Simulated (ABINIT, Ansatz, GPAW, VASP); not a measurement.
## ZnBi3: 4 runs at one level of theory

```
CELL_PARAMETERS angstrom
4.87316 0.00000 0.00000
0.00000 4.87316 0.00000
0.00000 0.00000 4.87316
ATOMIC_POSITIONS crystal
Bi 0.50127 0.50343 0.00775
Bi 0.50217 0.99007 0.50443
Bi 0.99079 0.50316 0.49957
Zn 0.99911 0.00130 0.99692
```

The cell comes from a database or a generator and needn't be the stable form of this composition.

Atoms were shifted at random by some hundredths of an Å from the given cell, which wasn't relaxed again for these runs.

Alike in all runs: task single point; functional PBE; k mesh 6 × 6 × 6; occupations fermi-dirac, width 0.05 eV; no spin polarisation; no spin-orbit coupling. Pressure is positive in compression and, in plane waves, holds the error of the finite cutoff, which Ansatz's Pulay term estimates and takes out.

```csv
program and potentials,plane-wave cutoff (eV),notes,band gap (eV),pressure (GPa),largest force (eV/Å),energy over the undisturbed cell (meV/atom)
"Ansatz, Ansatz PAW",420,Pulay term of +0.04 GPa included,no gap,0.05,0.186,2.51
"GPAW, GPAW PAW data sets (gpaw-data 1.2.1)",600,-,no gap,-0.06,0.184,-
"ABINIT, JTH PAW PBE v2.0",599,-,?,?,?,?
"VASP, PBE PAW files Bi_d, Zn, 520 eV",520,-,no gap,0.00,0.187,-
```

Estimate from the other rows what the run with ABINIT, JTH PAW PBE v2.0 gave.

No band gap; pressure 0.00 GPa; largest force 0.187 eV/Å; energy over the undisturbed cell 2.52 meV/atom. The other rows, which needn't bracket it: pressure -0.06 to 0.05; largest force 0.184 to 0.187; energy over the undisturbed cell 2.51.
